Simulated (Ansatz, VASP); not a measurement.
One calculation of LiBe16 (a cell with a defect), two programs

```
Be Li
1.0
    -2.29000   -3.96640    0.00000
     3.43500   -1.98320    0.00000
     0.00000    0.00000    7.17686
Be Li
16 1
Direct
  0.76531 0.43319 0.99637
  0.51103 0.30528 0.24286
  0.76512 0.43324 0.48968
  0.53266 0.38967 0.74310
  0.49276 0.98646 0.99752
  0.26112 0.79820 0.24280
  0.49260 0.98657 0.48781
  0.32433 0.79016 0.74266
  0.26013 0.48151 0.99713
  0.01720 0.28779 0.24294
  0.26023 0.48154 0.48857
  0.94021 0.61010 0.74308
  0.00569 0.93136 0.99649
  0.75747 0.79403 0.24284
  0.00572 0.93116 0.48923
  0.72710 0.99513 0.74250
  0.12681 0.20094 0.74278
```

Alike in both runs: functional PBE; k mesh 5 × 5 × 3; occupations fermi-dirac, width 0.15 eV; no spin polarisation.

Ansatz relaxed the structure, and its values are those at the end. VASP's run is a single point on that final structure, the one shown.

|  | VASP | Ansatz |
| --- | --- | --- |
| version | VASP 6.6.1 | Ansatz 0.2.0 |
| potentials or method | VASP PAW PBE potentials, release 64 (Be, Li_sv) | scalar-relativistic, plane waves, PAW |
| plane-wave cutoff (eV) | 520 | 420 |
| valence electrons in the cell | 35 | 35 |

|  | VASP | Ansatz | Ansatz less VASP |
| --- | --- | --- | --- |
| rms of the force components (eV/Å) | 0.006 | 0.004 | -0.0022 |
